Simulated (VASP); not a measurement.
Level of theory: LDA (Ceperley-Alder, Perdew-Zunger), VASP's LDA PAW potentials (set 64) (plane waves; VASP 6.6.1).

A VASP calculation is set up with these files.

### KPOINTS
```
Automatic mesh
0
Gamma
11 11 3
0 0 0
```

**INCAR**
```
LCHARG  =  .False.
LMAXMIX  =  4
SYSTEM  =  MoTe2
EDIFFG  =  -0.02
PREC  =  Accurate
LWAVE  =  .False.
PSTRESS  =  200
SIGMA  =  0.1   # width (eV)
ISIF  =  3   # ions, shape and volume
ENCUT  =  500   # plane-wave cut-off (eV)
LREAL  =  .False.
IBRION  =  2   # conjugate gradients
LASPH  =  .True.   # aspherical one-centre terms
NELM  =  100   # most electronic steps
EDIFF  =  1E-6
NSW  =  40   # most ionic steps
ISMEAR  =  1
ALGO  =  Normal   # blocked Davidson
```

POSCAR:
```
MoTe2
1
    1.6373811586    -2.8360241100    -0.0000000000
    1.6373811586     2.8360241100     0.0000000000
   -0.0000000000     0.0000000000    12.5202568796
Te Mo
4 2
Direct
  0.3333330000   0.6666670000   0.8952570653
  0.6666670000   0.3333330000   0.3952570653
  0.6666670000   0.3333330000   0.1047429347
  0.3333330000   0.6666670000   0.6047429347
  0.3333330000   0.6666670000   0.2500000000
  0.6666670000   0.3333330000   0.7500000000
```

POTCAR, in this order: Te Mo_sv (LDA.64 set). Program: vasp_std.

Output

File OUTCAR:
```
 ion  position               nearest neighbor table
   1  0.333  0.667  0.895-   6 2.62   6 2.62   6 2.62   3 3.23   3 3.23   3 3.23   4 3.64
   2  0.667  0.333  0.395-   5 2.62   5 2.62   5 2.62   4 3.23   4 3.23   4 3.23   3 3.64
   3  0.667  0.333  0.105-   5 2.62   5 2.62   5 2.62   1 3.23   1 3.23   1 3.23   2 3.64
   4  0.333  0.667  0.605-   6 2.62   6 2.62   6 2.62   2 3.23   2 3.23   2 3.23   1 3.64
   5  0.333  0.667  0.250-   2 2.62   3 2.62   2 2.62   3 2.62   2 2.62   3 2.62
   6  0.667  0.333  0.750-   1 2.62   4 2.62   1 2.62   4 2.62   1 2.62   4 2.62
  LATTYP: Found a hexagonal cell.
 ALAT       =     3.2747595043
 C/A-ratio  =     3.8232599564
 Subroutine PRICEL returns:
 Original cell was already a primitive cell.
 Subroutine GETGRP returns: Found 24 space group operations
The static configuration has the point symmetry D_3d.
 The point group associated with its full space group is D_6h.
The dynamic configuration has the point symmetry D_3d.
 Subroutine INISYM returns: Found 24 space group operations
 Subroutine IBZKPT returns following result:
 Found     32 irreducible k-points:

 Following reciprocal coordinates:
            Coordinates               Weight
  0.000000  0.000000  0.000000      1.000000
  0.090909  0.000000  0.000000      6.000000
  0.181818  0.000000  0.000000      6.000000
  0.272727  0.000000  0.000000      6.000000
  0.363636  0.000000  0.000000      6.000000
  0.454545  0.000000  0.000000      6.000000
  0.090909  0.090909  0.000000      6.000000
  0.181818  0.090909  0.000000     12.000000
  0.272727  0.090909  0.000000     12.000000
  0.363636  0.090909  0.000000     12.000000
  0.454545  0.090909  0.000000      6.000000
  0.181818  0.181818  0.000000      6.000000
  0.272727  0.181818  0.000000     12.000000
  0.363636  0.181818  0.000000     12.000000
  0.272727  0.272727  0.000000      6.000000
  0.363636  0.272727  0.000000      6.000000
  0.000000  0.000000  0.333333      2.000000
  0.090909  0.000000  0.333333     12.000000
...
```

### OSZICAR
```
       N       E                     dE             d eps       ncg     rms          rms(c)
DAV:   1     0.450235714293E+03    0.45024E+03   -0.26950E+04  2240   0.151E+03
DAV:   2    -0.148390803631E+02   -0.46507E+03   -0.45667E+03  2366   0.387E+02
DAV:   3    -0.405689546411E+02   -0.25730E+02   -0.25186E+02  2507   0.774E+01
DAV:   4    -0.411507278013E+02   -0.58177E+00   -0.57972E+00  2375   0.115E+01
DAV:   5    -0.411621130785E+02   -0.11385E-01   -0.11383E-01  2346   0.179E+00    0.304E+01
DAV:   6    -0.401625324584E+02    0.99958E+00   -0.28520E+00  2249   0.105E+01    0.122E+01
DAV:   7    -0.400169195803E+02    0.14561E+00   -0.17362E+00  2411   0.495E+00    0.411E+00
DAV:   8    -0.399363727173E+02    0.80547E-01   -0.74900E-01  2407   0.444E+00    0.349E+00
DAV:   9    -0.399406520291E+02   -0.42793E-02   -0.42335E-02  2423   0.938E-01    0.197E+00
DAV:  10    -0.399301972088E+02    0.10455E-01   -0.70225E-02  2400   0.150E+00    0.883E-01
DAV:  11    -0.399302033907E+02   -0.61819E-05   -0.34467E-03  2383   0.333E-01    0.696E-01
DAV:  12    -0.399301685799E+02    0.34811E-04   -0.80306E-04  2466   0.139E-01    0.462E-01
DAV:  13    -0.399301080843E+02    0.60496E-04   -0.14702E-04  2441   0.668E-02    0.131E-01
DAV:  14    -0.399301059438E+02    0.21405E-05   -0.82569E-06  2234   0.135E-02    0.141E-01
DAV:  15    -0.399301042062E+02    0.17376E-05   -0.16828E-06  1599   0.793E-03    0.101E-01
DAV:  16    -0.399301015634E+02    0.26428E-05   -0.10860E-05  2138   0.151E-02    0.230E-02
DAV:  17    -0.399301015515E+02    0.11950E-07   -0.33602E-07  1335   0.331E-03
   1 F= -.25414924E+02 E0= -.25415055E+02  d E =-.254149E+02
       N       E                     dE             d eps       ncg     rms          rms(c)
DAV:   1    -0.399619458154E+02   -0.31844E-01   -0.96225E-02  2019   0.242E+00    0.598E-01
DAV:   2    -0.399600426399E+02    0.19032E-02   -0.32812E-02  2310   0.102E+00    0.317E-01
DAV:   3    -0.399587886412E+02    0.12540E-02   -0.95803E-03  2213   0.437E-01    0.208E-01
DAV:   4    -0.399586910117E+02    0.97629E-04   -0.49412E-04  2250   0.124E-01    0.699E-02
DAV:   5    -0.399586187045E+02    0.72307E-04   -0.36822E-04  2417   0.112E-01    0.282E-02
DAV:   6    -0.399586168600E+02    0.18446E-05   -0.22934E-05  2337   0.248E-02    0.132E-02
DAV:   7    -0.399586168111E+02    0.48865E-07   -0.15695E-06  1405   0.724E-03
   2 F= -.25414722E+02 E0= -.25414879E+02  d E =0.201745E-03
       N       E                     dE             d eps       ncg     rms          rms(c)
DAV:   1    -0.399424644233E+02    0.16152E-01   -0.36691E-02  2012   0.149E+00    0.372E-01
DAV:   2    -0.399417273700E+02    0.73705E-03   -0.12162E-02  2318   0.624E-01    0.196E-01
DAV:   3    -0.399412700140E+02    0.45736E-03   -0.35365E-03  2234   0.267E-01    0.127E-01
DAV:   4    -0.399412289416E+02    0.41072E-04   -0.18810E-04  2215   0.776E-02    0.413E-02
DAV:   5    -0.399412031238E+02    0.25818E-04   -0.13620E-04  2438   0.676E-02    0.184E-02
DAV:   6    -0.399412023451E+02    0.77874E-06   -0.92107E-06  2038   0.157E-02
   3 F= -.25415052E+02 E0= -.25415193E+02  d E =-.128555E-03
```

OUTCAR:
```
------------------------ aborting loop because EDIFF is reached ----------------------------------------
  FORCE on cell =-STRESS in cart. coord.  units (eV):
  Direction    XX          YY          ZZ          XY          YZ          ZX
  --------------------------------------------------------------------------------------
  Total       14.4093155     14.4092796     14.5054029      0.0000000      0.0000000      0.0000000
  in kB      198.3913923    198.3908973    199.7143503      0.0000000      0.0000000      0.0000000
  external PRESSURE =      -1.1677867 kB  Pullay stress =     200.0000000 kB
  volume of cell :      116.37
      direct lattice vectors                 reciprocal lattice vectors
     1.637336999 -2.835947334 -0.000000000     0.305373909 -0.176307929 -0.000000000
     1.637336999  2.835947334  0.000000000     0.305373909  0.176307929  0.000000000
    -0.000000000 -0.000000000 12.530398276     0.000000000 -0.000000000  0.079805923
 POSITION                                       TOTAL-FORCE (eV/Angst)
 -----------------------------------------------------------------------------------
      1.63734      0.94532     11.21835        -0.000000      0.000000     -0.003058
      1.63734     -0.94532      4.95315        -0.000000     -0.000000     -0.003058
      1.63734     -0.94532      1.31205        -0.000000     -0.000000      0.003058
      1.63734      0.94532      7.57725        -0.000000     -0.000000      0.003058
      1.63734      0.94532      3.13260         0.000000      0.000000     -0.000000
      1.63734     -0.94532      9.39780         0.000000     -0.000000     -0.000000
 -----------------------------------------------------------------------------------
    total drift:                                0.000174      0.001479     -0.000026
  FREE ENERGIE OF THE ION-ELECTRON SYSTEM (eV)
  ---------------------------------------------------
  free  energy   TOTEN  =       -39.9412023451 eV

  energy  without entropy=      -39.9416227228  energy(sigma->0) =      -39.94134247
  enthalpy is  TOTEN    =       -25.4150524525 eV   P V=       14.5261498926

 reached required accuracy - stopping structural energy minimisation
```
(Selected blocks of OUTCAR.)

**CONTCAR**
```
MoTe2
   1.00000000000000
     1.6373369991585258   -2.8359473342185431   -0.0000000000000000
     1.6373369991585258    2.8359473342185431    0.0000000000000000
    -0.0000000000000000   -0.0000000000000000   12.5303982760550365
  Te              Mo
     4     2
Direct
     0.3333330000000032    0.6666669999999968    0.8952905109374915
     0.6666669999999968    0.3333330000000032    0.3952905109374914
     0.6666669999999968    0.3333330000000032    0.1047094890625086
     0.3333330000000032    0.6666669999999968    0.6047094890625085
     0.3333330000000032    0.6666669999999968    0.2500000000000000
     0.6666669999999968    0.3333330000000032    0.7500000000000000
```

The compound is MoTe2 in the 2H layered structure. This run relaxes it under an external pressure of 20 GPa. Symmetry was kept, so distortions that lower it aren't found.
